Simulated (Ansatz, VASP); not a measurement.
Two plane-wave programs on NaLaMnMoO6

File INCAR:

```
SYSTEM = NaLaMnMoO6
  PREC = Accurate
  ENCUT = 520
  EDIFF = 1E-7
  ISMEAR = -1
  SIGMA = 0.05
  LREAL = .False.
  LASPH = .True.
  NELM = 150
  ALGO = Normal
  ISIF = 2
  LWAVE = .False.
  LCHARG = .False.
  ISPIN = 2
  MAGMOM = 0 0 4 1 0 0 0 0 0 0
  LORBIT = 11
  LMAXMIX = 6
  GGA = PE
  NBANDS = 56
  KPAR = 4
```

Contents of KPOINTS:

```
Automatic mesh
0
Gamma
  6 6 5
  0 0 0
```

The input POSCAR:

```
NaLaMnMoO6
1.0
    5.1093400000     -0.0066900000      0.0105600000
   -0.2394500000      5.6892500000      0.0070300000
   -0.9289900000     -2.8254200000      5.1188400000
Na La Mn Mo O
1 1 1 1 6
Direct
    0.4088280000      0.3831370000      0.0686540000
    0.0302310000      0.6623760000      0.6898870000
    0.4361970000      0.0419110000      0.4028500000
    0.9065900000      0.9661080000      0.3100370000
    0.7373450000      0.6935800000      0.9920210000
    0.7200830000      0.9197370000      0.5570400000
    0.6975720000      0.2722410000      0.3745390000
    0.1844350000      0.7510320000      0.3593330000
    0.1821430000      0.0366040000      0.1197860000
    0.2087390000      0.2775490000      0.6319710000
```

File input.yaml:

```yaml
crystal:
  lattice:
    - [5.10934, -0.00669, 0.01056]
    - [-0.23945, 5.68925, 0.00703]
    - [-0.92899, -2.82542, 5.11884]
  atoms:
    - { symbol: Na, position: [0.408828, 0.383137, 0.068654] }
    - { symbol: La, position: [0.030231, 0.662376, 0.689887] }
    - { symbol: Mn, position: [0.436197, 0.041911, 0.40285], spin: 4.0 }
    - { symbol: Mo, position: [0.90659, 0.966108, 0.310037], spin: 1.0 }
    - { symbol: O, position: [0.737345, 0.69358, 0.992021] }
    - { symbol: O, position: [0.720083, 0.919737, 0.55704] }
    - { symbol: O, position: [0.697572, 0.272241, 0.374539] }
    - { symbol: O, position: [0.184435, 0.751032, 0.359333] }
    - { symbol: O, position: [0.182143, 0.036604, 0.119786] }
    - { symbol: O, position: [0.208739, 0.277549, 0.631971] }
hamiltonian:
  xc: pbe
  pseudopotentials: { kind: paw }
magnetization:
  spin_polarized: true
kpoints:
  mp_grid: { grid: [6, 6, 5] }
scf:
  occupations: { method: fermi_dirac, width: 0.05 }
output:
  forces: true
  stress: true
  eigenvalues: true
```

Change from the starting cell: atoms moved at random, drawn with an rms of 0.05 Å.

Alike in both runs: task single point; functional PBE; k mesh 6 × 6 × 5; occupations fermi-dirac, width 0.05 eV; collinear spin, ferromagnetic start.

```csv
,VASP,Ansatz
version,VASP 6.6.1,Ansatz 0.2.0
potentials or method,"VASP PAW PBE potentials, release 64 (Na_pv, La, Mn_pv, Mo_sv, O)",Ansatz PAW
plane-wave cutoff (eV),520,420
valence electrons in the cell,81,85
```

```csv
,VASP,Ansatz,Ansatz less VASP
gap on the k mesh at the Fermi level (eV),0.67,0.69,+0.012
least direct gap on the mesh (eV),0.95,0.95,+0.001
pressure (GPa),-0.1,-0.3,-0.25
largest component of the traceless stress (GPa),0.89,0.89,+0.002
rms of the force components (eV/Å),0.330,0.335,+0.0048
net moment per atom (μB),0.30,0.30,0.000
size of the moment on the site where the two differ most (μB),3.04,2.66,-0.375
```

Site moments also hang on the region over which each program counts them. Atom by atom the forces differ by 0.040 eV/Å (rms over components). The two sets of potentials don't hold the same shells in valence.

Caveats: spin-orbit coupling is left out, which moves the levels of the heavy elements; a cell with one magnetic atom can't hold antiferromagnetic order, which such compounds often take; an odd mesh through Γ misses points on the zone boundary, where band edges often lie (VASP); odd divisions of the mesh miss points on the zone boundary, where band edges often lie, so the gap on the mesh can be too wide (Ansatz); the pressure holds a Pulay correction of +0.5 GPa for the finite cutoff (Ansatz); the starting moments weren't kept (Ansatz).
